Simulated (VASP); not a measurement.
# BeCd7Te8 (F-43m) in VASP: notebook

Runs on BeCd7Te8. Level: PBEsol. Tasks: relaxation of cell and atoms.

Everything below comes from runs of VASP 6.6.1. Logs are shortened: lines on timing, memory, paths and dates and some standing lists are left out, and cuts for length are marked.

### Step 1. The structure

It takes space group F-43m (No. 216, cubic). The conventional cell has a = 12.602 Å, b = 12.602 Å, c = 12.602 Å, α = 90.00°, β = 90.00°, γ = 90.00°. Around Be (site symmetry -43m) lie 4 Te at 2.73 Å. Cd (site symmetry 2mm) has 4 Te at 2.73 Å as nearest neighbours. Around Cd (site symmetry -43m) lie 4 Te at 2.73 Å. Te (site symmetry 3m) is surrounded by 3 Cd at 2.73 Å and 1 Be at 2.73 Å. Te (site symmetry 3m) has 4 Cd at 2.73 Å as nearest neighbours.

The cell was built by a generator and needn't be a form met in nature.

### Step 2. Relaxation of cell and atoms, PBEsol

Contents of INCAR:

```
ALGO = Normal
EDIFF = 1E-6
EDIFFG = -0.01
ENCUT = 600
GGA = PS
IBRION = 2
ISIF = 3
ISMEAR = 0
KPAR = 2
LASPH = True
LCHARG = False
LREAL = False
LWAVE = False
NELM = 80
NSW = 90
PREC = Accurate
SIGMA = 0.03
```

Contents of KPOINTS:

```
k-points
0
Gamma
  4 4 4
```

Contents of POSCAR:

```
BeCd7Te8
1.0
   -6.3012500000      6.3012500000      0.0000000000
   -6.3012500000      0.0000000000      6.3012500000
    0.0000000000      6.3012500000      6.3012500000
Be Cd Te
1 7 8
Direct
    0.0000000000      0.0000000000      0.0000000000
    0.5000000000      0.0000000000      0.0000000000
    0.0000000000      0.5000000000      0.0000000000
    0.0000000000      0.0000000000      0.5000000000
    0.5000000000      0.5000000000      0.0000000000
    0.5000000000      0.0000000000      0.5000000000
    0.0000000000      0.5000000000      0.5000000000
    0.5000000000      0.5000000000      0.5000000000
    0.8750000000      0.8750000000      0.3750000000
    0.3750000000      0.8750000000      0.3750000000
    0.8750000000      0.3750000000      0.3750000000
    0.8750000000      0.8750000000      0.8750000000
    0.3750000000      0.3750000000      0.3750000000
    0.3750000000      0.8750000000      0.8750000000
    0.8750000000      0.3750000000      0.8750000000
    0.3750000000      0.3750000000      0.8750000000
```

Potentials or basis: VASP PAW PBE potentials, release 64 (Be, Cd, Te).

The run is started by

```bash
$ cat potpaw_PBE.64/Be/POTCAR potpaw_PBE.64/Cd/POTCAR potpaw_PBE.64/Te/POTCAR > POTCAR
$ mpirun -np 2 vasp_std > vasp.out
```

OUTCAR:

```text
EDIFF = 1E-6
   EDIFFG = -0.01
   ENCUT = 600
   GGA = PS
   IBRION = 2
   ISIF = 3
   ISMEAR = 0
   LASPH = True
   LREAL = False
   NELM = 80
   NSW = 90
   PREC = Accurate

 ion  position               nearest neighbor table
   1  0.000  0.000  0.000-   9 2.73  12 2.73  14 2.73  15 2.73
   2  0.500  0.000  0.000-  10 2.73  12 2.73  14 2.73  16 2.73
   3  0.000  0.500  0.000-  11 2.73  12 2.73  15 2.73  16 2.73
   4  0.000  0.000  0.500-   9 2.73  10 2.73  11 2.73  12 2.73
   5  0.500  0.500  0.000-  13 2.73  14 2.73  15 2.73  16 2.73
   6  0.500  0.000  0.500-   9 2.73  10 2.73  13 2.73  14 2.73
[... 8 lines left out ...]
  15  0.875  0.375  0.875-   1 2.73   3 2.73   5 2.73   7 2.73
  16  0.375  0.375  0.875-   2 2.73   3 2.73   5 2.73   8 2.73

  LATTYP: Found a face centered cubic cell.
 ALAT       =    12.6025000000

  Lattice vectors:

 A1 = (  -6.3012500000,   6.3012500000,   0.0000000000)
 A2 = (  -6.3012500000,   0.0000000000,   6.3012500000)
 A3 = (   0.0000000000,   6.3012500000,   6.3012500000)

Analysis of symmetry for initial positions (statically):
=====================================================================
 Subroutine PRICEL returns:
 Original cell was already a primitive cell.

 Routine SETGRP: Setting up the symmetry group for a
 face centered cubic supercell.

 Subroutine GETGRP returns: Found 24 space group operations
 (whereof 24 operations were pure point group operations)
 out of a pool of 48 trial point group operations.

The static configuration has the point symmetry T_d .

Analysis of symmetry for dynamics (positions and initial velocities):
=====================================================================
 Subroutine PRICEL returns:
 Original cell was already a primitive cell.

 Routine SETGRP: Setting up the symmetry group for a
 face centered cubic supercell.

 Subroutine GETGRP returns: Found 24 space group operations
 (whereof 24 operations were pure point group operations)
 out of a pool of 48 trial point group operations.

The dynamic configuration has the point symmetry T_d .

 Subroutine INISYM returns: Found 24 space group operations
 (whereof 24 operations are pure point group operations),
 and found     1 'primitive' translations

----------------------------------------------------------------------------------------

                                     Primitive cell

  volume of cell :     500.3917

  direct lattice vectors                    reciprocal lattice vectors
    -6.301250000  6.301250000  0.000000000    -0.079349335  0.079349335 -0.079349335
    -6.301250000  0.000000000  6.301250000    -0.079349335 -0.079349335  0.079349335
     0.000000000  6.301250000  6.301250000     0.079349335  0.079349335  0.079349335

  length of vectors
     8.911313210  8.911313210  8.911313210     0.137437081  0.137437081  0.137437081

  position of ions in fractional coordinates (direct lattice)
     0.000000000  0.000000000  0.000000000
     0.500000000  0.000000000  0.000000000
     0.000000000  0.500000000  0.000000000
     0.000000000  0.000000000  0.500000000
     0.500000000  0.500000000  0.000000000
     0.500000000  0.000000000  0.500000000
[... 8 lines left out ...]
     0.875000000  0.375000000  0.875000000
     0.375000000  0.375000000  0.875000000

  ion indices of the primitive-cell ions
   primitive index   ion index
                 1           1
                 2           2
                 3           3
                 4           4
                 5           5
                 6           6
[... 8 lines left out ...]
                15          15
                16          16

----------------------------------------------------------------------------------------

 KPOINTS: k-points

Automatic generation of k-mesh.
 Grid dimensions read from file:
 generate k-points for:    4    4    4

 Generating k-lattice:

  Cartesian coordinates                     Fractional coordinates (reciprocal lattice)
    -0.019837334  0.019837334 -0.019837334     0.250000000  0.000000000  0.000000000
    -0.019837334 -0.019837334  0.019837334     0.000000000  0.250000000  0.000000000
     0.019837334  0.019837334  0.019837334     0.000000000  0.000000000  0.250000000

  Length of vectors
     0.034359270  0.034359270  0.034359270

  Shift w.r.t. Gamma in fractional coordinates (k-lattice)
     0.000000000  0.000000000  0.000000000

 Subroutine IBZKPT returns following result:
 ===========================================

 Found      8 irreducible k-points:

 Following reciprocal coordinates:
            Coordinates               Weight
  0.000000  0.000000  0.000000      1.000000
  0.250000  0.000000  0.000000      8.000000
  0.500000  0.000000  0.000000      4.000000
  0.250000  0.250000  0.000000      6.000000
  0.500000  0.250000  0.000000     24.000000
 -0.250000  0.250000  0.000000     12.000000
  0.500000  0.500000  0.000000      3.000000
 -0.250000  0.500000  0.250000      6.000000
   k-points           NKPTS =      8   k-points in BZ     NKDIM =      8   number of bands    NBANDS=     80
   number of dos      NEDOS =    301   number of ions     NIONS =     16
   total plane-waves  NPLWV = 373248
   dimension x,y,z NGX =    72 NGY =   72 NGZ =   72
   dimension x,y,z NGXF=   144 NGYF=  144 NGZF=  144
   ions per type =               1   7   8
   NGX,Y,Z   is equivalent  to a cutoff of  13.43, 13.43, 13.43 a.u.
   NGXF,Y,Z  is equivalent  to a cutoff of  26.86, 26.86, 26.86 a.u.
 SYSTEM =  unknown system
   PREC   = accura    normal or accurate (medium, high low for compatibility)
   ISTART =      0    job   : 0-new  1-cont  2-samecut
   ICHARG =      2    charge: 1-file 2-atom 10-const
   ISPIN  =      1    spin polarized calculation?
   LNONCOLLINEAR =      F non collinear calculations
   LSORBIT =      F    spin-orbit coupling
   LASPH  =      T    aspherical Exc in radial PAW
   ENCUT  =  600.0 eV  44.10 Ry    6.64 a.u.  17.80 17.80 17.80*2*pi/ulx,y,z
   NELM   =     80;   NELMIN=  2; NELMDL= -5     # of ELM steps
   EDIFF  = 0.1E-05   stopping-criterion for ELM
   LREAL  =      F    real-space projection
   EDIFFG = -.1E-01   stopping-criterion for IOM
   NSW    =     90    number of steps for IOM
   IBRION =      2    ionic relax: 0-MD 1-quasi-New 2-CG
   NFREE  =      1    steps in history (QN), initial steepest desc. (CG)
   ISIF   =      3    stress and relaxation
   ISYM   =      2    0-nonsym 1-usesym 2-fastsym
   POTIM  = 0.5000    time-step for ionic-motion
   TEBEG  =    0.0;   TEEND  =   0.0 temperature during run
   PSTRESS=    0.0 pullay stress
   NELECT =     134.0000    total number of electrons
   NUPDOWN=      -1.0000    fix difference up-down
   EMIN   =  10.00;   EMAX   =-10.00  energy-range for DOS
   EFERMI =   0.00;   METHOD = LEGACY
   ISMEAR =     0;   SIGMA  =   0.03  broadening in eV -4-tet -1-fermi 0-gaus
   EFERMI_NEDOS =   21; number of points for ismear=-14 and -15
   IALGO  =     38    algorithm
   IMIX   =      4    mixing-type and parameters
     AMIX     =   0.40;   BMIX     =  1.00
     AMIX_MAG =   1.60;   BMIX_MAG =  1.00
  volume/ion in A,a.u.               =      31.27       211.05
  Fermi-wavevector in a.u.,A,eV,Ry     =   1.055212  1.994062 15.149711  1.113472
  Thomas-Fermi vector in A             =   2.190402
   LORBIT       =      0    0 simple, 1 ext, 2 COOP (PROOUT), +10 PAW based schemes
   GGA     = PS    functional components
   LHFCALC =     F    Hartree Fock is set to
   AEXX    =    0.0000 exact exchange contribution
   IVDW    =     0    specifies the selected vdW correction
   LEPSILON=     F    determine dielectric tensor
   LRPA    =     F    only Hartree local field effects (RPA)
 conjugate gradient relaxation of ions
 non-spin polarized calculation
 Gauss-broadening in eV      SIGMA  =   0.03
  energy-cutoff  :      600.00
  volume of cell :      500.39
 maximum number of plane-waves:     16750
   NGX = 35   NGY = 35   NGZ = 35

--------------------------------------- Ionic step        1  -------------------------------------------

 number of electron     134.0000030 magnetization

 Free energy of the ion-electron system (eV)
  ---------------------------------------------------
  ext. energy  EPLUGINS =         0.00000000
  ---------------------------------------------------
  free energy    TOTEN  =       -45.28600595 eV

  energy without entropy =      -45.28600595  energy(sigma->0) =      -45.28600595

------------------------ aborting loop because EDIFF is reached ----------------------------------------

  FORCE on cell =-STRESS in cart. coord.  units (eV):
  Direction    XX          YY          ZZ          XY          YZ          ZX
  --------------------------------------------------------------------------------------
  -------------------------------------------------------------------------------------
  Total        8.7130556      8.7130556      8.7130556      0.0000000     -0.0000000      0.0000000
  in kB       27.8978632     27.8978632     27.8978632      0.0000000     -0.0000000      0.0000000
  external PRESSURE =      27.8978632 kB  Pullay stress =       0.0000000 kB
[... 131 lines left out ...]
  FREE ENERGIE OF THE ION-ELECTRON SYSTEM (eV)
  ---------------------------------------------------
  free  energy   TOTEN  =       -45.8105306494 eV

  energy  without entropy=      -45.8105306494  energy(sigma->0) =      -45.81053065

[... ionic steps 4 to 10 ...]

--------------------------------------- Ionic step       11  -------------------------------------------

 number of electron     134.0000020 magnetization

------------------------ aborting loop because EDIFF is reached ----------------------------------------
[... 95 lines left out ...]
--------------------------------------- Ionic step       13  -------------------------------------------

 number of electron     134.0000025 magnetization

 Free energy of the ion-electron system (eV)
  ---------------------------------------------------
  ext. energy  EPLUGINS =         0.00000000
  ---------------------------------------------------
  free energy    TOTEN  =       -46.20191737 eV

  energy without entropy =      -46.20191737  energy(sigma->0) =      -46.20191737

 E-fermi :   2.6176     XC(G=0):  -8.8362

 val. band max:        2.4656936776   @ k =   0.0000   0.0000   0.0000
 cond. band min:       3.3265863701   @ k =   0.0000   0.0000   0.0000
 fundamental gap:      0.8608926924
 Fermi energy:         2.6176106062

 k-point     1 :       0.0000    0.0000    0.0000
  band No.  band energies     occupation
      1      -8.8592      2.00000
      2      -8.4173      2.00000
      3      -8.3244      2.00000
      4      -8.3244      2.00000
      5      -8.3244      2.00000
      6      -8.1740      2.00000
[... 645 lines left out ...]
     78       6.5069      0.00000
     79       6.5775      0.00000
 [bands above 79 left out]

------------------------ aborting loop because EDIFF is reached ----------------------------------------

  FORCE on cell =-STRESS in cart. coord.  units (eV):
  Direction    XX          YY          ZZ          XY          YZ          ZX
  --------------------------------------------------------------------------------------
  -------------------------------------------------------------------------------------
  Total       -0.0273633     -0.0273633     -0.0273633      0.0000000      0.0000000      0.0000000
  in kB       -0.0841829     -0.0841829     -0.0841829      0.0000000      0.0000000      0.0000000
  external PRESSURE =      -0.0841829 kB  Pullay stress =       0.0000000 kB
[... 31 lines left out ...]
  FREE ENERGIE OF THE ION-ELECTRON SYSTEM (eV)
  ---------------------------------------------------
  free  energy   TOTEN  =       -46.2019173739 eV

  energy  without entropy=      -46.2019173739  energy(sigma->0) =      -46.20191737

 reached required accuracy - stopping structural energy minimisation
```

It took 27 min on 2 MPI ranks of Intel Xeon 6975P-C (Granite Rapids), shared host; peak memory 1 GiB.

Results:

* Free energy: -46.2019 eV
* Relaxed volume: 32.55 Å³/atom
* Relaxed cell: a = 9.031 Å, b = 9.031 Å, c = 9.031 Å, α = 60.00°, β = 60.00°, γ = 60.00°
* Space group after relaxing (to 0.05 Å): F-43m (No. 216)
* Energy gained by relaxing: 57.2 meV/atom
* Ionic steps: 13
* Pressure after relaxing: 0.0 GPa
* Band gap on the k mesh: 0.86 eV, direct

The path:
```
step  energy change (eV)  largest force (eV/Å)  pressure (GPa)  volume (Å³)
   1              0.0000                1.5220            2.79       500.39
   2             -0.5240                0.8637           -1.11       540.87
   3             -0.5245                0.8864           -0.99       539.23
   4             -0.7365                0.6159           -0.66       532.64
   5             -0.8961                0.1956            0.15       520.04
   6             -0.8975                0.1865            0.06       521.24
   7             -0.8975                0.1893            0.08       520.88
   8             -0.9085                0.1121           -0.05       521.96
   9             -0.9122                0.0577           -0.17       523.04
  10             -0.9147                0.0436            0.13       519.20
  11             -0.9150                0.0465            0.07       520.08
  12             -0.9159                0.0128            0.01       520.66
  13             -0.9159                0.0097           -0.01       520.78
```

Final structure:
```
CELL_PARAMETERS angstrom
-6.38570 6.38570 0.00000
-6.38570 0.00000 6.38570
0.00000 6.38570 6.38570
ATOMIC_POSITIONS crystal
Be 0.00000 0.00000 0.00000
Cd 0.50301 0.99699 0.99699
Cd 0.99699 0.50301 0.99699
Cd 0.99699 0.99699 0.50301
Cd 0.50301 0.50301 0.99699
Cd 0.50301 0.99699 0.50301
Cd 0.99699 0.50301 0.50301
Cd 0.50000 0.50000 0.50000
Te 0.88581 0.88581 0.34257
Te 0.37486 0.87543 0.37486
Te 0.87543 0.37486 0.37486
Te 0.88581 0.88581 0.88581
Te 0.37486 0.37486 0.37486
Te 0.34257 0.88581 0.88581
Te 0.88581 0.34257 0.88581
Te 0.37486 0.37486 0.87543
```

Levels at points of the mesh, in eV from the valence-band top:
```csv
k point,band 63,band 64,band 65,band 66,band 67,band 68,band 69,band 70,band 71,band 72
"(0.00, 0.00, 0.00)",-0.68,-0.68,0.00,0.00,0.00,0.86,1.70,1.70,1.70,1.95
"(0.50, 0.00, 0.00)",-1.28,-0.52,-0.52,-0.31,-0.31,1.78,2.18,2.53,2.53,2.91
"(0.50, 0.50, 0.00)",-0.99,-0.88,-0.81,-0.81,-0.57,2.36,2.72,3.08,3.24,3.25
```

Caveat: the PAW data sets were made with another functional, which shifts forces and pressure a little; spin-orbit coupling is left out, which moves the levels of the heavy elements. A hybrid or GW would open this gap; PBEsol tends to underestimate it.

### Step 3. Relaxation of cell and atoms, PBEsol

This run uses another cell than the first one, of 32.55 Å³/atom, 1.041 times its volume.

Changes to INCAR since step 2:

```diff
@@ -1,4 +1,4 @@
 ALGO = Normal
-EDIFF = 1E-6
-EDIFFG = -0.01
+EDIFF = 1E-7
+EDIFFG = -0.005
 ENCUT = 600
```

KPOINTS is that of step 2.

Contents of POSCAR:

```
BeCd7Te8                                
1.0
   -6.3856983873      6.3856983873      0.0000000000
   -6.3856983873     -0.0000000000      6.3856983873
    0.0000000000      6.3856983873      6.3856983873
  Be              Cd              Te            
     1     7     8
Direct
     0.0000000000000000    0.0000000000000000    0.0000000000000000
     0.5030088866317799    0.9969911133682201    0.9969911133682201
     0.9969911133682201    0.5030088866317799    0.9969911133682201
     0.9969911133682201    0.9969911133682201    0.5030088866317799
     0.5030088866317799    0.5030088866317799    0.9969911133682201
     0.5030088866317799    0.9969911133682201    0.5030088866317799
     0.9969911133682201    0.5030088866317799    0.5030088866317799
     0.5000000000000000    0.5000000000000000    0.5000000000000000
     0.8858098805343144    0.8858098805343144    0.3425703583970566
     0.3748561073285588    0.8754316780143238    0.3748561073285588
     0.8754316780143238    0.3748561073285588    0.3748561073285588
     0.8858098805343144    0.8858098805343144    0.8858098805343144
     0.3748561073285588    0.3748561073285588    0.3748561073285588
     0.3425703583970566    0.8858098805343144    0.8858098805343144
     0.8858098805343144    0.3425703583970566    0.8858098805343144
     0.3748561073285588    0.3748561073285588    0.8754316780143238
```

Potentials or basis: VASP PAW PBE potentials, release 64 (Be, Cd, Te).

The run is started by

```bash
$ cat potpaw_PBE.64/Be/POTCAR potpaw_PBE.64/Cd/POTCAR potpaw_PBE.64/Te/POTCAR > POTCAR
$ mpirun -np 2 vasp_std > vasp.out
```

It took 7.8 min on 2 MPI ranks of Intel Xeon 6975P-C (Granite Rapids), shared host; peak memory 0.98 GiB.

It converged, with:

* Free energy: -46.2069 eV
* Relaxed volume: 32.53 Å³/atom
* Relaxed cell: a = 9.029 Å, b = 9.029 Å, c = 9.029 Å, α = 60.00°, β = 60.00°, γ = 60.00°
* Space group after relaxing (to 0.05 Å): F-43m (No. 216)
* Energy gained by relaxing: 0.0 meV/atom
* Ionic steps: 3
* Pressure after relaxing: 0.0 GPa
* Largest force after relaxing: 0.005 eV/Å
* Band gap on the k mesh: 0.86 eV, direct

Forces on the atoms (eV/Å):
```
Be   0.000  0.000  0.000
Cd   0.000  0.000  0.005
Cd   0.000  0.005  0.000
Cd  -0.005  0.000  0.000
Cd   0.005  0.000  0.000
Cd   0.000 -0.005  0.000
Cd   0.000  0.000 -0.005
Cd   0.000  0.000  0.000
Te   0.001  0.001  0.001
Te  -0.001 -0.001  0.001
Te  -0.001  0.001 -0.001
Te   0.001 -0.001 -0.001
Te   0.001 -0.001 -0.001
Te  -0.001  0.001 -0.001
Te  -0.001 -0.001  0.001
Te   0.001  0.001  0.001
```

Final structure:
```xyz
16
Lattice="-6.3845 6.3845 0.0000 -6.3845 0.0000 6.3845 0.0000 6.3845 6.3845" Properties=species:S:1:pos:R:3 pbc="T T T"
Be    0.0000    0.0000    0.0000
Cd   -9.5767    9.5767   12.7312
Cd   -9.5767   12.7312    9.5767
Cd  -12.7312    9.5767    9.5767
Cd   -6.4222    9.5767    9.5767
Cd   -9.5767    6.4222    9.5767
Cd   -9.5767    9.5767    6.4222
Cd   -6.3845    6.3845    6.3845
Te  -11.3107    7.8427    7.8427
Te   -7.9827    4.7863    7.9827
Te   -7.9827    7.9827    4.7863
Te  -11.3107   11.3107   11.3107
Te   -4.7863    4.7863    4.7863
Te   -7.8427    7.8427   11.3107
Te   -7.8427   11.3107    7.8427
Te   -4.7863    7.9827    7.9827
```

Levels at points of the mesh, in eV from the valence-band top:
| k point | band 65 | band 66 | band 67 | band 68 | band 69 | band 70 |
| --- | --- | --- | --- | --- | --- | --- |
| (0.00, 0.00, 0.00) | 0.00 | 0.00 | 0.00 | 0.86 | 1.70 | 1.70 |
| (0.50, 0.00, 0.00) | -0.52 | -0.32 | -0.32 | 1.78 | 2.18 | 2.53 |
| (0.50, 0.50, 0.00) | -0.81 | -0.81 | -0.57 | 2.36 | 2.72 | 3.08 |

Caveat: the PAW data sets were made with another functional, which shifts forces and pressure a little; spin-orbit coupling is left out, which moves the levels of the heavy elements. A hybrid or GW would open this gap; PBEsol tends to underestimate it.
